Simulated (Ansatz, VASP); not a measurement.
# BiSb in two plane-wave programs, part 2 of 2

Aim: how closely do two programs agree when they are given the same cell, functional and k mesh? The cell is generated by rule, not measured, and may not be a known phase. The cell is taken from a series of runs on this material, whose earlier steps may have relaxed, scaled, displaced or heated it; both programs get it as it stands.

VASP 6.6.1 and Ansatz 0.2.0.

So far: Set-up; VASP: relaxation of cell and atoms, PBEsol.

The structure was built from a prototype and need not be the compound's stable phase.

### Step 3. Ansatz: relaxation of cell and atoms, PBEsol

Level of this step: Ansatz beside VASP: Kohn-Sham DFT, plane waves, PBEsol (Ansatz).

Ansatz runs on its default PAW (the set named soft_2) files.

The same cell, functional, mesh and smearing now go to Ansatz, which takes its cutoff from its data sets.

input.yaml

```yaml
crystal:
  lattice:
    - [8.8906695538, 0.0, 0.0]
    - [0.0, 4.4436099506, 0.0]
    - [0.0, 0.0, 6.3149812918]
  atoms:
    - { symbol: Bi, position: [0.1257987674, 0.25, 0.2537265353] }
    - { symbol: Bi, position: [0.8742012326, 0.75, 0.7462734647] }
    - { symbol: Bi, position: [0.6257987674, 0.25, 0.2462734647] }
    - { symbol: Bi, position: [0.3742012326, 0.75, 0.7537265353] }
    - { symbol: Sb, position: [0.374884155, 0.75, 0.245436825] }
    - { symbol: Sb, position: [0.125115845, 0.25, 0.745436825] }
    - { symbol: Sb, position: [0.625115845, 0.25, 0.754563175] }
    - { symbol: Sb, position: [0.874884155, 0.75, 0.254563175] }
kpoints:
  mp_grid: { grid: [4, 8, 6] }
hamiltonian:
  xc: pbesol
scf:
  occupations: { method: methfessel_paxton, width: 0.15 }
output:
  forces: true
  stress: true
  eigenvalues: true
relax:
  adjacent_minimum: "off"
  f_tol: 0.001
  max_steps: 60
  cell: { stress_tol: 0.01 }
```

Run with:

```
ansatz run input.yaml --threads 4 --pin off --max-ram 7168MiB --backend cpu --events-out ev --progress --plain --runs-dir out
```

Numbers of over 12 decimals in the logs are rounded to 6 here.

Output:

```text
Engine: ansatz 0.2.0, aarch64-unknown-linux-gnu
Pseudopotentials: kind: paw
Pseudopotential: Bi, paw, valence charge 15, recommended cutoff 420 eV (normal), Bi.paw.azcp
Pseudopotential: Sb, paw, valence charge 15, recommended cutoff 420 eV (normal), Sb.paw.azcp
Functional definition: PBEsol
  exchange = pbesol_x
  correlation = pbesol_c
Crystal: 8 atoms, lattice volume = 249.484 Å³
Basis set: ecut = 420 eV, 4891 PW (Γ), exchange–correlation on 120×60×90 points (8 copies of the dense FFT grid, shifted against one another)
Bands: 72, of which v1, the nominal top of the filled ones, is band 60 counted from 1 (59 counted from 0)
Symmetry: 8 space group operations
Space group: Pnma (ITA 62), of the structure as read, at distance tolerance 6.3e-5 Å
k-points: 60 of 192
Non-local potential: Bi, projectors of the file, l = 0: 2, l = 1: 2, l = 2: 2, l = 3: 2
Non-local potential: Sb, projectors of the file, l = 0: 2, l = 1: 2, l = 2: 2, l = 3: 2
PAW form: soft (Blöchl's): semilocal exchange-correlation on the pseudo side does not see the compensation charge
PAW frozen core: Bi, regenerated for the run's functional, and the local potential with it (the file was generated under x = pbe(κ = 0.804, μ = 0.219515), c = pbe(β = 0.066725))
PAW frozen core: Sb, regenerated for the run's functional, and the local potential with it (the file was generated under x = pbe(κ = 0.804, μ = 0.219515), c = pbe(β = 0.066725))
PAW one-centre angular grid: Bi, 590 points (default); XC on 64 Gauss nodes
PAW one-centre angular grid: Sb, 590 points (default); XC on 64 Gauss nodes
Initial density: superposition of atomic densities (neutral atoms: chi_scale 0, normalization atom), corrected by the library's trained network
Initial wavefunctions: pseudopotential atomic-orbital guess
Functional: x = pbesol(κ = 0.804, μ = 0.123457), c = pbesol(β = 0.046)
SCF iter   1: F=—  HF=-74600.123733 eV  |F-HF|=—  |Δ(HF+E_count)|=         —  Δρ=2.01e-3  dr2=1.23e-2  ethr=1.77e-3  ⟨swp⟩=6.4  Hψ=16478  notcnv=0
preconditioner: auto → Kerker (q_TF=auto, 2.415 Å⁻¹)  [metal: Δε(μ)=0.020 eV  Ē_g=8.149 eV  σ=0.150 eV  W_gap=0.11  n_scr=56 (ndim 8)  ℏωp=14.9 eV  f_vac=0.001  D(μ)=3.25/eV (n_scr^D=12)]
SCF iter   2: F=—  HF=-74600.115054 eV  |F-HF|=—  |Δ(HF+E_count)|=   8.68e-3  S|Δr|=    0.00e0  Δρ=1.43e-3  dr2=5.13e-3  ethr=1.02e-5  ⟨swp⟩=2.5  Hψ=8092  notcnv=0
SCF iter   3: F=—  HF=-74600.114022 eV  |F-HF|=—  |Δ(HF+E_count)|=   1.03e-3  S|Δr|=    0.00e0  Δρ=7.70e-4  dr2=8.25e-4  ethr=4.27e-6  ⟨swp⟩=2.0  Hψ=7671  notcnv=0
SCF iter   4: F=—  HF=-74600.113502 eV  |F-HF|=—  |Δ(HF+E_count)|=   5.20e-4  S|Δr|=    0.00e0  Δρ=3.01e-4  dr2=2.15e-4  ethr=6.88e-7  ⟨swp⟩=2.0  Hψ=7651  notcnv=0
SCF iter   5: F=—  HF=-74600.113477 eV  |F-HF|=—  |Δ(HF+E_count)|=   2.53e-5  S|Δr|=    0.00e0  Δρ=1.76e-4  dr2=6.24e-5  ethr=1.79e-7  ⟨swp⟩=2.0  Hψ=7665  notcnv=0
SCF iter   6: F=—  HF=-74600.113435 eV  |F-HF|=—  |Δ(HF+E_count)|=   4.22e-5  S|Δr|=    0.00e0  Δρ=5.76e-5  dr2=6.72e-6  ethr=5.20e-8  ⟨swp⟩=2.0  Hψ=7665  notcnv=0
SCF iter   7: F=—  HF=-74600.113432 eV  |F-HF|=—  |Δ(HF+E_count)|=   2.54e-6  S|Δr|=    0.00e0  Δρ=1.85e-5  dr2=5.39e-7  ethr=5.60e-9  ⟨swp⟩=2.0  Hψ=7663  notcnv=0
SCF iter   8: F=-74600.113432 eV  HF=-74600.113432 eV  |F-HF|=4.22e-10  |Δ(HF+E_count)|=   2.38e-7  S|Δr|=    0.00e0  Δρ=1.11e-6  dr2=2.84e-9  ethr=8.33e-11  ⟨swp⟩=8.6  Hψ=21766  notcnv=0
SCF 1 converged in 8 iterations: F = -74600.113432 eV  dr2 = 2.84e-9
  greatest PAW one-centre occupation: 0.996 electrons in one spin orbital (limit 2), on the Sb atom at site 7 (counted from 0), in its partial waves of l = 2
relax step   1: F+E_penalty+E_count = -74600.11343184 eV  Δ(F+E_penalty+E_count) = +0.000e0 eV  max|allowed force component| = 2.448e-2 eV/Å  Δτ_max = 0.0000 Å  P = +0.039 GPa  Ω = 249.484 Å³  (8 SCF iters, dr2 threshold 1.00e-7 eV, accepted)
Crystal: 8 atoms, lattice volume = 249.751 Å³
Basis set: ecut = 420 eV, 4883 PW (Γ), exchange–correlation on 120×60×90 points (8 copies of the dense FFT grid, shifted against one another)
Initial density: handed on by an earlier stage of this run
Initial wavefunctions: those handed on with the density
iter 1 solved again at ethr=3.23e-7 eV; its pass at ethr=3.10e-3 eV (dr2=3.88e-4 eV) is discarded
SCF iter   1: F=—  HF=-74600.118592 eV  |F-HF|=—  |Δ(HF+E_count)|=         —  Δρ=3.25e-4  dr2=2.69e-4  ethr=3.23e-7  ⟨swp⟩=3.0  Hψ=22925  notcnv=0
preconditioner: auto → Kerker (q_TF=auto, 2.415 Å⁻¹)  [metal: Δε(μ)=0.028 eV  Ē_g=8.147 eV  σ=0.150 eV  W_gap=0.15  n_scr=56 (ndim 8)  ℏωp=14.9 eV  f_vac=0.000  D(μ)=3.46/eV (n_scr^D=16)]
SCF iter   2: F=—  HF=-74600.118620 eV  |F-HF|=—  |Δ(HF+E_count)|=   2.83e-5  S|Δr|=    0.00e0  Δρ=2.03e-4  dr2=1.07e-4  ethr=2.24e-7  ⟨swp⟩=1.0  Hψ=4320  notcnv=0
[...]
Initial wavefunctions: pseudopotential atomic-orbital guess (no wavefunctions were taken with the density)
iter 1 solved again at ethr=3.87e-7 eV; its pass at ethr=3.10e-3 eV (dr2=4.65e-4 eV) is discarded
SCF iter   1: F=—  HF=-74600.120526 eV  |F-HF|=—  |Δ(HF+E_count)|=         —  Δρ=3.97e-5  dr2=1.02e-7  ethr=3.87e-7  ⟨swp⟩=3.4  Hψ=27942  notcnv=0
eigensolver tolerance schedule: the retry pair's looser diagonalisation over-reported the residual by 4556.05 of it (diagonalisation noise at 1.32 of the residual, at the tolerance the schedule requests for it); recorded, not acted on — ethr = c·dr2/N_el stays at c = 1.0e-1
SCF iter   2: F=—  HF=-74600.120525 eV  |F-HF|=—  |Δ(HF+E_count)|=   1.17e-6  S|Δr|=    0.00e0  Δρ=2.02e-5  dr2=2.95e-8  ethr=8.50e-11  ⟨swp⟩=2.9  Hψ=11009  notcnv=0
SCF iter   3: F=—  HF=-74600.120528 eV  |F-HF|=—  |Δ(HF+E_count)|=   2.80e-6  S|Δr|=    0.00e0  Δρ=3.29e-6  dr2=2.23e-9  ethr=2.46e-11  ⟨swp⟩=2.0  Hψ=7622  notcnv=0
SCF iter   4: F=—  HF=-74600.120528 eV  |F-HF|=—  |Δ(HF+E_count)|=   7.16e-8  S|Δr|=    0.00e0  Δρ=4.37e-7  dr2=5.63e-10  ethr=1.86e-12  ⟨swp⟩=2.9  Hψ=7822  notcnv=0
SCF iter   5: F=—  HF=-74600.120528 eV  |F-HF|=—  |Δ(HF+E_count)|=  1.31e-10  S|Δr|=    0.00e0  Δρ=1.46e-7  dr2=9.70e-11  ethr=1.00e-12  ⟨swp⟩=2.0  Hψ=7709  notcnv=0
SCF iter   6: F=—  HF=-74600.120528 eV  |F-HF|=—  |Δ(HF+E_count)|=  5.82e-11  S|Δr|=    0.00e0  Δρ=1.19e-7  dr2=2.79e-11  ethr=1.00e-12  ⟨swp⟩=1.0  Hψ=4320  notcnv=0
SCF iter   7: F=—  HF=-74600.120528 eV  |F-HF|=—  |Δ(HF+E_count)|=  2.91e-11  S|Δr|=    0.00e0  Δρ=5.82e-8  dr2=5.78e-12  ethr=1.00e-12  ⟨swp⟩=1.0  Hψ=4320  notcnv=0
SCF iter   8: F=-74600.120528 eV  HF=-74600.120528 eV  |F-HF|=0.00e0  |Δ(HF+E_count)|=    0.00e0  S|Δr|=    0.00e0  Δρ=1.45e-8  dr2=3.32e-13  ethr=1.00e-12  ⟨swp⟩=5.8  Hψ=17015  notcnv=0
SCF 6 converged in 8 iterations: F = -74600.120528 eV  dr2 = 3.32e-13
relax step   6: F+E_penalty+E_count = -74600.12052775 eV  Δ(F+E_penalty+E_count) = +1.926e-5 eV  max|allowed force component| = 3.695e-4 eV/Å  Δτ_max = 0.0000 Å  P = -0.004 GPa  Ω = 249.301 Å³  stress off target by 5.13e-3 GPa  SCF on the basis re-selected at this cell (its energy is not comparable with the rows above)  (8 SCF iters)
basis re-selected at this cell: Δ(F+E_penalty+E_count) = +1.926e-5 eV, ΔP = -0.000 GPa vs the last step (what re-selecting the basis moved, of the pressure what is left beyond the Pulay correction that the steps carried, after the strain that the cell walked since its last selection, with what the two solves' SCF thresholds leave and, on support functions, any second-order correction that the steps lacked; it is no m [...]
SCF converged after 8 iterations
Stability not checked: this state was not tested for a lower state beside it, because cold or Methfessel-Paxton smearing, or corrected tetrahedra, fill the levels in a way that the test cannot read (fill_not_monotonic; see scf.lower_state_search)
Free energy (F): -74600.120528 eV
Harris-Foulkes:  -74600.120528 eV  (|F-HF|=0.00e0)
Internal energy: -74600.120279 eV  (E = F + TS)
E sigma→0 (E₀):  -74600.120466 eV
Entropy (-TS):   -0.000249 eV (-0.031 meV/atom)
Fermi energy:    10.305652 eV
Step filling:    the computed levels leave a gap of 0.0002 eV = 0.0 smearing widths at the electron count; against every level under it full and every level over it empty, smearing changes F+E_penalty+E_count by +0.149 meV and its σ→0 estimate by +0.211 meV
--- Per-component energies (eV) ---
  E_band       = -1047.651253
  E_kinetic    = 2040.594733
  E_local      = -12245.041542  (includes V_loc(G=0)·N_el)
  E_nonlocal   = 3705.517020
  E_hartree    = 4771.003210
  E_xc         = -1151.977016
  E_vxc        = -964.305090  (∫ρ·V_xc dr)
  E_paw        = -60037.185356  (= ΣΔE_a)
  E_vpaw       = -3126.420894  (= ΣTr[D̂ρ^β])
  E_aug_tail   = -0.001851  (compensation charges beyond the density's cutoff)
  E_ewald      = -11684.715915
  E_core_change = 1.686437  (= ΣΔE_core)
  E_smearing   = -0.000249  (= −TS)
  E_closure    = 0.000000  (closes the sum)
  Σ components = -74600.120528   (vs F -74600.120528, Δ=0.00e0)
--- Forces (eV/Å), atoms counted from 1 ---
  atom   1  Bi    -0.00006315     0.00000000    -0.00025521
  atom   2  Bi     0.00006315    -0.00000000     0.00025521
  atom   3  Bi    -0.00006315     0.00000000     0.00025521
  atom   4  Bi     0.00006315     0.00000000    -0.00025521
  atom   5  Sb    -0.00004151    -0.00000000     0.00036951
  atom   6  Sb     0.00004151    -0.00000000     0.00036951
  atom   7  Sb     0.00004151     0.00000000    -0.00036951
  atom   8  Sb    -0.00004151     0.00000000    -0.00036951
  max |Σ_I F_I| component: 1.08e-19 eV/Å
--- Stress (GPa, compression-positive) ---
       -0.003740       0.000000      -0.000000
        0.000000      -0.002896      -0.000000
       -0.000000      -0.000000      -0.005129
  P = ⅓ Tr σ = -0.0039 GPa (-0.039 kbar)
--- Band table (eV; the first three rows and the last of 60) ---
  k-point 0: bands = [... 56 lower, 9.0996, 9.1000, 9.2390, 9.2392, 11.1260, 11.1265, 11.6119, 11.6122, ... 8 higher]
  k-point 1: bands = [... 56 lower, 9.1978, 9.3213, 9.3378, 9.3383, 10.9216, 10.9220, 11.3331, 11.3335, ... 8 higher]
  k-point 2: bands = [... 56 lower, 9.4818, 9.6222, 9.6224, 10.3320, 10.4465, 10.4470, 10.7508, 10.7512, ... 8 higher]
  k-point 59: bands = [... 56 lower, 10.1448, 10.1448, 10.1448, 10.1448, 10.3978, 10.3978, 10.3978, 10.3978, ... 8 higher]
--- Relaxed structure (5 steps of the walk, 5 accepted, 1 SCFs on fresh bases) ---
  F+E_penalty+E_count = -74600.12052775 eV   max|allowed force component| = 3.695e-4 eV/Å   (the final SCF, on the basis selected at the relaxed cell)
  cell:  # Å, volume = 249.3011 Å³
    - [8.913928, 0, 1.817538473931041e-18]
    - [0, 4.456842, 0]
    - [1.2909850479253834e-18, 0, 6.275204]
  atoms:
    - { symbol: Bi, position: [0.125026, 0.25, 0.250082] }
    - { symbol: Bi, position: [0.874974, 0.750000, 0.749918] }
    - { symbol: Bi, position: [0.625026, 0.25, 0.249918] }
    - { symbol: Bi, position: [0.374974, 0.750000, 0.750082] }
    - { symbol: Sb, position: [0.375019, 0.750000, 0.249858] }
    - { symbol: Sb, position: [0.124981, 0.25, 0.749858] }
    - { symbol: Sb, position: [0.624981, 0.25, 0.750142] }
    - { symbol: Sb, position: [0.875019, 0.750000, 0.250142] }
```

### Step 4. Comparison

Known differences besides the potentials themselves: the data sets hold 120 valence electrons in Ansatz (on its default PAW (the set named soft_2) files) and 80 in VASP; the cutoff is 420 eV in Ansatz and 500 eV in VASP; Ansatz makes its cores anew for this functional, VASP keeps those of its PBE data sets; Ansatz adds a Pulay correction to the stress that steers its cell, VASP none. Total energies have different zeros and are not compared.

Both answers:

| quantity | Ansatz | VASP | difference |
| --- | --- | --- | --- |
| volume (Å³) | 249.30 | 249.23 | +0.03 % |
| edge a after relaxation, in the typed setting (Å) | 8.914 | 8.911 | +0.03 % |
| edge b after relaxation, in the typed setting (Å) | 4.457 | 4.458 | -0.03 % |
| edge c after relaxation, in the typed setting (Å) | 6.275 | 6.273 | +0.03 % |

Found at a tolerance of 0.01 Å, the end structures differ in symmetry: I4/mmm in Ansatz, Pnma in VASP; the atoms lie within 0.05 Å of each other, which can come from where the walks stopped or from unlike electronic states.

### Step 5. Outcome

| Property | Result |
| --- | --- |
| difference in edge b after relaxation, in the typed setting (relaxation of cell and atoms, PBEsol) | -0.031 % |

In words: The difference in edge b after relaxation, in the typed setting is -0.031 % (relaxation of cell and atoms, PBEsol), within the 1.2 % picked in this series as the mark of a large difference, as far as the stopping tolerances let one tell. The data sets hold unlike numbers of valence electrons (120 in Ansatz and 80 in VASP), so part of the differences comes from the potentials. Such differences can come from data sets, numerical settings and the points named under the comparisons, not from the functional's error against experiment.

[Lines on the potential files, build, host, timing and source positions are cut from VASP's logs without a mark.]

[Logs are printed without paths, hosts, clocks, repeated set-up lines and the standing remarks that a program may print on its own settings, such as how far it seeks lower states.]

[Hosts, paths, dates, database ids (printed as entryN), source tags and the programs' standing remarks are cut or masked in the printed files.]
